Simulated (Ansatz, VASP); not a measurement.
# HgTe in two plane-wave programs

Aim: how closely do two programs agree when they are given the same cell, functional and k mesh? The cell is taken from a series of VASP runs on this material, whose earlier steps may have relaxed, scaled or displaced it; both programs get it as it stands.

Main program and level: Ansatz 0.2.0; plane waves, with VASP 6.6.1 beside it; relaxation of cell and atoms at LDA.

### Step 1. The structure

The structure is cubic, space group F-43m (No. 216). The conventional cell has a = 6.460 Å, b = 6.460 Å, c = 6.460 Å, α = 90.00°, β = 90.00°, γ = 90.00°. Hg has 4 Te at 2.80 Å nearest. Te has 4 Hg at 2.80 Å nearest. Farther neighbours and most contacts between anions are not listed.

### Step 2. VASP: relaxation of cell and atoms, LDA

The relaxed volume is the usual yardstick between codes: its relative difference is about their pressure difference at one cell divided by the bulk modulus.

Lines of VASP's logs that name or quote its potential files are left out, and so is its time.

File INCAR:

```
SYSTEM = HgTe
PREC = Accurate
ENCUT = 450
EDIFF = 1E-07
NELM = 100
ISMEAR = 0
SIGMA = 0.05
LREAL = .FALSE.
ALGO = Normal
GGA = CA
NBANDS = 15
LORBIT = 11
LWAVE = .FALSE.
LCHARG = .FALSE.
KPAR = 4
IBRION = 2
NSW = 50
ISIF = 3
EDIFFG = -0.002
```

File POSCAR:

```
HgTe
1.0
    0.0000000000      3.2300000000      3.2300000000
    3.2300000000      0.0000000000      3.2300000000
    3.2300000000      3.2300000000      0.0000000000
Hg Te
1 1
Direct
    0.0000000000      0.0000000000      0.0000000000
    0.7500000000      0.7500000000      0.7500000000
```

File KPOINTS:

```
Automatic mesh
0
Gamma
10 10 10
0 0 0
```

Potentials, in the order of the species: Hg and Te (LDA family, release 64).

Command:

```bash
mpirun -np 4 vasp_std
```

Numbers of over 12 decimals in the logs are rounded to 6 here.

What it wrote:

```text
[banner, memory and clock lines left out]
running    4 mpi-ranks, on    1 nodes
 distrk:  each k-point on    1 cores,    4 groups
 distr:  one band on    1 cores,    1 groups

 POSCAR found type information on POSCAR HgTe
 POSCAR found :  2 types and       2 ions
 LDA part: xc-table for (Slater(with rela. corr.)+CA(PZ))
 , standard interpolation
 POSCAR, INCAR and KPOINTS ok, starting setup
 FFT: planning ... GRIDC
 FFT: planning ... GRID_SOFT
 FFT: planning ... GRID
 WAVECAR not read
 entering main loop
       N       E                     dE             d eps       ncg     rms          rms(c)
DAV:   1     0.953652591449E+02    0.95365E+02   -0.73184E+03  1418   0.915E+02
DAV:   2    -0.177286596382E+01   -0.97138E+02   -0.91685E+02  1571   0.230E+02
DAV:   3    -0.523194927955E+01   -0.34591E+01   -0.34487E+01  1760   0.444E+01
DAV:   4    -0.526686774543E+01   -0.34918E-01   -0.34915E-01  2058   0.398E+00
DAV:   5    -0.526694413048E+01   -0.76385E-04   -0.76385E-04  1900   0.181E-01    0.770E+00
DAV:   6    -0.505484801921E+01    0.21210E+00   -0.42789E-01  1564   0.927E+00    0.612E+00
DAV:   7    -0.504126019791E+01    0.13588E-01   -0.95474E-02  1578   0.224E+00    0.217E+00
DAV:   8    -0.503858005624E+01    0.26801E-02   -0.10517E-02  1592   0.126E+00    0.543E-01
DAV:   9    -0.503822282225E+01    0.35723E-03   -0.72565E-04  1809   0.308E-01    0.122E-01
DAV:  10    -0.503821691381E+01    0.59084E-05   -0.67303E-05  1724   0.775E-02    0.522E-02
DAV:  11    -0.503821881793E+01   -0.19041E-05   -0.15563E-05  1698   0.360E-02    0.269E-02
DAV:  12    -0.503821774968E+01    0.10682E-05   -0.27773E-06  1564   0.149E-02    0.122E-02
DAV:  13    -0.503821777194E+01   -0.22261E-07   -0.21226E-07  1697   0.293E-03
   1 F= -.50382178E+01 E0= -.50381790E+01  d E =-.503822E+01
[...]
2 F= -.50384434E+01 E0= -.50384047E+01  d E =-.225645E-03
[...]
3 F= -.50385010E+01 E0= -.50384623E+01  d E =-.283236E-03
[...]
4 F= -.50384999E+01 E0= -.50384612E+01  d E =-.282134E-03
[...]
5 F= -.50385007E+01 E0= -.50384620E+01  d E =-.282897E-03
[...]
6 F= -.50385007E+01 E0= -.50384620E+01  d E =-.723398E-07
 ZBRENT: can't locate minimum, use default step
 trial-energy change:   -0.000000  1 .order   -0.000000   -0.000000   -0.000000
 step:   3.7335(harm= 11.4894)  dis= 0.00000  next Energy=    -5.038501 (dE=-0.716E-06)
 bond charge predicted
       N       E                     dE             d eps       ncg     rms          rms(c)
DAV:   1    -0.503850154509E+01   -0.74248E-06   -0.10992E-05  1564   0.378E-02    0.552E-03
DAV:   2    -0.503850096410E+01    0.58098E-06   -0.13096E-06  1473   0.161E-02    0.236E-03
DAV:   3    -0.503850090381E+01    0.60291E-07   -0.13449E-07   719   0.341E-03
   7 F= -.50385009E+01 E0= -.50384622E+01  d E =-.234796E-06
 curvature:  -0.14 expect dE=-0.773E-07 dE for cont linesearch -0.762E-07
 trial: gam=-0.24964 g(F)=  0.302E-47 g(S)=  0.544E-06 ort = 0.599E-07 (trialstep = 0.195E-01)
 search vector abs. value=  0.514E-06
 reached required accuracy - stopping structural energy minimisation
```

Parts of OUTCAR (step 2):

```text
ion  position               nearest neighbor table
   1  0.000  0.000  0.000-   2 2.80   2 2.80   2 2.80   2 2.80
   2  0.750  0.750  0.750-   1 2.80   1 2.80   1 2.80   1 2.80

  LATTYP: Found a face centered cubic cell.
 ALAT       =     6.4600000000

 Subroutine GETGRP returns: Found 24 space group operations
 (whereof 24 operations were pure point group operations)

The static configuration has the point symmetry T_d .

 Found     47 irreducible k-points:

   k-points           NKPTS =     47   k-points in BZ     NKDIM =     47   number of bands    NBANDS=     15

   dimension x,y,z NGX =    32 NGY =   32 NGZ =   32
   dimension x,y,z NGXF=    64 NGYF=   64 NGZF=   64

   ENCUT  =  450.0 eV  33.07 Ry    5.75 a.u.   7.90  7.90  7.90*2*pi/ulx,y,z

   NELECT =      18.0000    total number of electrons

 k-points in reciprocal lattice and weights: Automatic mesh
   0.00000000  0.00000000  0.00000000       0.001
   0.10000000  0.00000000  0.00000000       0.008
   0.20000000  0.00000000  0.00000000       0.008
   0.30000000  0.00000000  0.00000000       0.008
   0.40000000  0.00000000  0.00000000       0.008
   0.50000000  0.00000000  0.00000000       0.004
   0.10000000  0.10000000  0.00000000       0.006
   0.20000000  0.10000000  0.00000000       0.024
   0.30000000  0.10000000  0.00000000       0.024
[...]
-0.30000000  0.40000000  0.20000000       0.024
  -0.30000000  0.50000000  0.20000000       0.012

 average (electrostatic) potential at core
       1 -40.7915       2 -92.2147

 E-fermi :   2.9943

 k-point     1 :       0.0000    0.0000    0.0000
  band No.  band energies     occupation
    ...
      6      -3.8954      2.00000
      7       2.1287      2.00000
      8       2.9791      1.33407
      9       2.9791      1.33407
     10       2.9791      1.33407
     11       7.1241      0.00000
     12       7.1241      0.00000
     13       7.1241      0.00000
     14       9.2171      0.00000
     15      12.5019      0.00000

 k-point     2 :       0.1000    0.0000    0.0000
  band No.  band energies     occupation
    ...
      5      -3.8971      2.00000
      6      -3.8971      2.00000
      7       1.3432      2.00000
      8       2.8596      1.99986
      9       2.8596      1.99986
     10       3.4664      0.00000
     11       7.0009      0.00000
     12       7.2820      0.00000
     13       7.2820      0.00000
     14       9.9119      0.00000
    ...

 k-point     3 :       0.2000    0.0000    0.0000
  band No.  band energies     occupation
    ...
      5      -3.8986      2.00000
      6      -3.8986      2.00000
      7       0.1419      2.00000
      8       2.5784      2.00000
      9       2.5784      2.00000
     10       3.7592      0.00000
     11       7.3282      0.00000
     12       7.6173      0.00000
     13       7.6173      0.00000
     14      10.6445      0.00000
    ...

  Total       -0.0027411     -0.0027411     -0.0027411      0.0000000      0.0000000     -0.0000000
  in kB       -0.0655068     -0.0655068     -0.0655068      0.0000000      0.0000000     -0.0000000
  external PRESSURE =      -0.0655068 kB  Pullay stress =       0.0000000 kB

  energy-cutoff  :      450.00
  volume of cell :       67.04
      direct lattice vectors                 reciprocal lattice vectors
    -0.000000000  3.224324731  3.224324731    -0.155071229  0.155071229  0.155071229
     3.224324731 -0.000000000  3.224324731     0.155071229 -0.155071229  0.155071229
     3.224324731  3.224324731 -0.000000000     0.155071229  0.155071229 -0.155071229

 POSITION                                       TOTAL-FORCE (eV/Angst)
 -----------------------------------------------------------------------------------
      0.00000     -0.00000      0.00000         0.000000      0.000000      0.000000
      4.83649      4.83649      4.83649        -0.000000     -0.000000     -0.000000
 -----------------------------------------------------------------------------------
    total drift:                               -0.000000     -0.000000      0.000000

  FREE ENERGIE OF THE ION-ELECTRON SYSTEM (eV)
  ---------------------------------------------------
  free  energy   TOTEN  =        -5.0385009038 eV

  energy  without entropy=       -5.0384234890  energy(sigma->0) =       -5.03846220

 reached required accuracy - stopping structural energy minimisation

 total charge
# of ion       s       p       d       tot
------------------------------------------
    1        0.758   0.431   9.350  10.539
    2        1.376   1.974   0.036   3.385
--------------------------------------------------
tot          2.134   2.405   9.386  13.924

[... 3 further parts left out ...]
```

### Step 3. Ansatz: relaxation of cell and atoms, LDA

Ansatz runs on its default PAW (the set named soft_2) files.

The same cell, functional (in two slightly different forms), mesh and smearing now go to Ansatz, which takes its cutoff from its data sets.

File input.yaml:

```yaml
crystal:
  lattice:
    - [0.0, 3.23, 3.23]
    - [3.23, 0.0, 3.23]
    - [3.23, 3.23, 0.0]
  atoms:
    - { symbol: Hg, position: [0.0, 0.0, 0.0] }
    - { symbol: Te, position: [0.75, 0.75, 0.75] }
hamiltonian:
  xc: lda
  pseudopotentials: { kind: paw }
kpoints:
  mp_grid: { grid: [10, 10, 10] }
scf:
  occupations: { method: gaussian, width: 0.05 }
relax:
  f_tol: 0.01
  max_steps: 60
  cell: { stress_tol: 0.05 }
output:
  forces: true
  stress: true
```

Command:

```bash
ansatz run input.yaml --threads 4 --pin off --max-ram 9216MiB --backend cpu --events-out ev --progress --plain --runs-dir out
```

What it wrote:

```text
Engine: ansatz 0.2.0, x86_64-unknown-linux-gnu
Pseudopotentials: kind: paw
Pseudopotential: Hg, paw, valence charge 20, recommended cutoff 420 eV (normal), Hg.paw.azcp
Pseudopotential: Te, paw, valence charge 16, recommended cutoff 420 eV (normal), Te.paw.azcp
Functional definition: SPW92
  exchange = slater_x
  correlation = pw_c
Crystal: 2 atoms, lattice volume = 67.397 Å³
Basis set: ecut = 420 eV, 1363 PW (Γ)
Bands: 22, of which v1, the nominal top of the filled ones, is band 18 counted from 1 (17 counted from 0)
Symmetry: 24 space group operations
Space group: F-43m (ITA 216), of the structure as read, at distance tolerance 4.1e-5 Å
k-points: 47 of 1000 (time reversal used)
Non-local potential: Hg, projectors of the file, l = 0: 3, l = 1: 2, l = 2: 2, l = 3: 1
Non-local potential: Te, projectors of the file, l = 0: 2, l = 1: 2, l = 2: 2, l = 3: 2
PAW form: soft (Blöchl's): semilocal exchange-correlation on the pseudo side does not see the compensation charge
PAW frozen core: Hg, regenerated for the run's functional, and the local potential with it (the file was generated under x = pbe(κ = 0.804, μ = 0.219515), c = pbe(β = 0.066725))
PAW frozen core: Te, regenerated for the run's functional, and the local potential with it (the file was generated under x = pbe(κ = 0.804, μ = 0.219515), c = pbe(β = 0.066725))
PAW one-centre angular grid: Hg, 590 points (default); XC on 64 Gauss nodes
PAW one-centre angular grid: Te, 590 points (default); XC on 64 Gauss nodes
Initial density: superposition of atomic densities (neutral atoms: chi_scale 0, normalization atom), corrected by the library's trained network
Initial wavefunctions: pseudopotential atomic-orbital guess
Functional: x = slater, c = lda
SCF iter   1: F=—  HF=-20349.890023 eV  |F-HF|=—  |Δ(HF+E_count)|=         —  Δρ=4.50e-3  dr2=9.41e-3  ethr=1.77e-3  ⟨swp⟩=6.1  Hψ=4898  notcnv=0
preconditioner: auto → none  [insulator: Δε(μ)=0.446 eV  Ē_g=10.504 eV  σ=0.050 eV  W_gap=0.67  n_scr=14 (ndim 8)  ℏωp=19.2 eV  f_vac=0.183  D(μ)=0.06/eV (n_scr^D=0)  ε∞_Penn≈4.3]
SCF iter   2: F=—  HF=-20349.886852 eV  |F-HF|=—  |Δ(HF+E_count)|=   3.17e-3  Δρ=1.88e-3  dr2=8.36e-4  ethr=2.61e-5  ⟨swp⟩=2.0  Hψ=2245  notcnv=0
SCF iter   3: F=—  HF=-20349.886883 eV  |F-HF|=—  |Δ(HF+E_count)|=   3.11e-5  Δρ=6.96e-4  dr2=1.27e-4  ethr=2.32e-6  ⟨swp⟩=1.0  Hψ=1034  notcnv=0
SCF iter   4: F=—  HF=-20349.886896 eV  |F-HF|=—  |Δ(HF+E_count)|=   1.25e-5  Δρ=1.14e-4  dr2=1.15e-5  ethr=3.53e-7  ⟨swp⟩=2.8  Hψ=1786  notcnv=0
SCF iter   5: F=—  HF=-20349.886891 eV  |F-HF|=—  |Δ(HF+E_count)|=   4.83e-6  Δρ=1.90e-5  dr2=2.02e-7  ethr=3.20e-8  ⟨swp⟩=2.0  Hψ=1411  notcnv=0
SCF iter   6: F=-20349.886891 eV  HF=-20349.886891 eV  |F-HF|=8.45e-9  |Δ(HF+E_count)|=   2.58e-8  Δρ=4.93e-6  dr2=1.33e-8  ethr=2.78e-10  ⟨swp⟩=5.0  Hψ=3588  notcnv=0
SCF 1 converged in 6 iterations: F = -20349.886891 eV  dr2 = 1.33e-8
  greatest PAW one-centre occupation: 1.000 electrons in one spin orbital (limit 2), on the Hg atom at site 0 (counted from 0), in its partial waves of l = 0
relax step   1: F+E_penalty+E_count = -20349.88689088 eV  Δ(F+E_penalty+E_count) = +0.000e0 eV  max|allowed force component| = 7.864e-17 eV/Å  Δτ_max = 0.0000 Å  P = -0.540 GPa  Ω = 67.397 Å³  (6 SCF iters, dr2 threshold 1.00e-7 eV, accepted)
[...]
relax step   2: F+E_penalty+E_count = -20349.88795407 eV  Δ(F+E_penalty+E_count) = -1.063e-3 eV  max|allowed force component| = 2.197e-17 eV/Å  Δτ_max = 0.0000 Å  P = +0.359 GPa  Ω = 66.116 Å³  energy of the carried Pulay correction = +2.677e-4 eV  (4 SCF iters, dr2 threshold 2.00e-7 eV, accepted)
[...]
relax step   3: F+E_penalty+E_count = -20349.88839591 eV  Δ(F+E_penalty+E_count) = -4.418e-4 eV  max|allowed force component| = 1.793e-17 eV/Å  Δτ_max = 0.0000 Å  P = -0.009 GPa  Ω = 66.621 Å³  energy of the carried Pulay correction = +1.614e-4 eV  (4 SCF iters, dr2 threshold 2.00e-7 eV, accepted)
[...]
relax step   4: F+E_penalty+E_count = -20349.88822795 eV  Δ(F+E_penalty+E_count) = +1.680e-4 eV  max|allowed force component| = 3.469e-17 eV/Å  Δτ_max = 0.0000 Å  P = -0.008 GPa  Ω = 66.621 Å³  stress off target by 7.93e-3 GPa  SCF on the basis re-selected at this cell (its energy is not comparable with the rows above)  (5 SCF iters)
basis re-selected at this cell: Δ(F+E_penalty+E_count) = +1.680e-4 eV, ΔP = +0.001 GPa vs the last step (what re-selecting the basis moved, of the pressure what is left beyond the Pulay correction that the steps carried, after the strain that the cell walked since its last selection, with what the two solves' SCF thresholds leave and, on support functions, any second-order correction that the steps lacked; it is no m [...]
SCF converged after 5 iterations
Free energy (F): -20349.888228 eV
Harris-Foulkes:  -20349.888228 eV  (|F-HF|=7.28e-12)
Internal energy: -20349.888151 eV  (E = F + TS)
E sigma→0 (E₀):  -20349.888189 eV
Entropy (-TS):   -0.000077 eV (-0.039 meV/atom)
Fermi energy:    8.633857 eV
--- Per-component energies (eV) ---
  E_band       = -777.594111
  E_kinetic    = 786.096264
  E_local      = -4788.422991  (includes V_loc(G=0)·N_el)
  E_nonlocal   = -224.504695
  E_hartree    = 2322.864532
  E_xc         = -342.779305
  E_vxc        = -366.860487  (∫ρ·V_xc dr)
  E_paw        = -14165.097787  (= ΣΔE_a)
  E_vpaw       = -829.632078  (= ΣTr[D̂ρ^β])
  E_aug_tail   = 0.000649  (compensation charges beyond the density's cutoff)
  E_ewald      = -3939.299572
  E_core_change = 1.254754  (= ΣΔE_core)
  E_smearing   = -0.000077  (= −TS)
  E_closure    = 0.000000  (closes the sum)
  Σ components = -20349.888228   (vs F -20349.888228, Δ=0.00e0)
--- Forces (eV/Å), atoms counted from 1 ---
  atom   1  Hg    -0.00000000     0.00000000     0.00000000
  atom   2  Te    -0.00000000    -0.00000000    -0.00000000
  max |Σ_I F_I| component: 7.29e-17 eV/Å
--- Stress (GPa, compression-positive) ---
       -0.007927       0.000000       0.000000
       -0.000000      -0.007927       0.000000
        0.000000       0.000000      -0.007927
  P = ⅓ Tr σ = -0.0079 GPa (-0.079 kbar)
--- Relaxed structure (3 steps of the walk, 3 accepted, 1 SCFs on fresh bases) ---
  F+E_penalty+E_count = -20349.88822795 eV   max|allowed force component| = 3.469e-17 eV/Å   (the final SCF, on the basis selected at the relaxed cell)
  cell:  # Å, volume = 66.6212 Å³
    - [0, 3.217567, 3.217567]
    - [3.217567, 0, 3.217567]
    - [3.217567, 3.217567, 0]
  atoms:
    - { symbol: Hg, position: [0, 0, 0] }
    - { symbol: Te, position: [0.75, 0.75, 0.75] }
```

Wall time 5.4 s (4 threads of AMD EPYC 7B13 (Zen 3), shared host); peak memory 0.51 GiB; 16 s of CPU time.

### Step 4. Differences

Known differences besides the potentials themselves: the two LDA forms differ slightly; both relaxations stop at a tolerance, which leaves soft axes loose, and VASP keeps its plane-wave basis; the data sets hold 36 valence electrons in Ansatz (default PAW (the set named soft_2) files) and 18 in VASP; the cutoff is 420 eV in Ansatz and 450 eV in VASP; VASP's log shows a relativistic correction to its local exchange, Ansatz's none; Ansatz adds a Pulay correction to the stress that steers its cell, VASP none. Total energies have different zeros and are not compared.

Compared:

```
                                         quantity  Ansatz   VASP  difference
                                      volume (Å³)   66.62  67.04     -0.63 %
edge a after relaxation, in the typed setting (Å)   4.550  4.560     -0.21 %
```

The walks stopped with -0.01 GPa left in Ansatz and -0.01 GPa in VASP; each walk ends within a tolerance, so the volume difference is uncertain by about these residues over the bulk modulus, most in soft cells.

### Step 5. Summary of results

| Property | Result |
| --- | --- |
| difference in volume (relaxation of cell and atoms, LDA) | -0.63 % |

The difference in volume is -0.63 % (relaxation of cell and atoms, LDA), within the 1.2 % picked in this series as the mark of a large difference, as far as the stopping tolerances let one tell. How closely two codes agree says nothing of how well the functional describes the real material.

[Lines on the potential files, build, host, timing and source positions are cut from VASP's logs without a mark.]

[Logs are printed without paths, hosts, clocks, repeated set-up lines and the standing remarks that a program may print on its own settings, such as how far it seeks lower states.]

[Hosts, paths, dates, database ids (printed as entryN), source tags and the programs' standing remarks are cut or masked in the printed files.]
